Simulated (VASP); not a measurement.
Consider the following.

```xyz
4
Lattice="4.0773 0.0000 0.0000 0.0000 4.0773 0.0000 0.0000 0.0000 6.5223" Properties=species:S:1:pos:R:3 pbc="T T T"
Pb     2.0386     0.0000     5.3461
Pb     0.0000     2.0386     1.1762
O      2.0386     2.0386     0.0000
O      0.0000     0.0000     0.0000
```

All values below come from RPBE GGA, VASP's PBE PAW potentials (set 64) (plane waves; VASP). Settings: 520 eV cut-off, 6×6×4 Γ-centred mesh, Gaussian smearing of 0.050 eV, potentials Pb_d O.

Without a dispersion term in the relaxation, distances and binding between the weakly bound layers, chains or molecules are unreliable, and so is what depends on them.

Task: The ions and cell shape at fixed volume are relaxed. Which structure does the run end with?

Result: 
```xyz
4
Lattice="4.1108 0.0000 0.0000 0.0000 4.1108 0.0000 0.0000 0.0000 6.4165" Properties=species:S:1:pos:R:3 pbc="T T T"
Pb     2.0554     0.0000     5.2254
Pb     0.0000     2.0554     1.1910
O      2.0554     2.0554     0.0000
O      4.1108     4.1108     6.4165
```
Space group P4/nmm (129), at a tolerance of 0.03 Å.

Task: How much energy does the relaxation gain?

Result: The energy (σ→0) changes by -3.7 meV/atom, in 8 ionic steps.

```
step  E(σ→0) (eV)  max force (eV/Å)  pressure (GPa)  volume (Å³)
----  -----------  ----------------  --------------  -----------
1        -20.1713             0.402            1.66       108.43
2        -20.1819             0.128            0.88       108.43
3        -20.1833             0.010            0.49       108.43
4        -20.1845             0.004            0.41       108.43
5        -20.1860             0.010            0.20       108.43
6        -20.1860             0.010            0.18       108.43
7        -20.1860             0.010            0.18       108.43
8        -20.1860             0.002            0.14       108.43
```

The compound is PbO in the litharge structure. This cell is one point of a volume scan, at 0.97 of the reference volume. Symmetry was kept, so distortions that lower it aren't found.
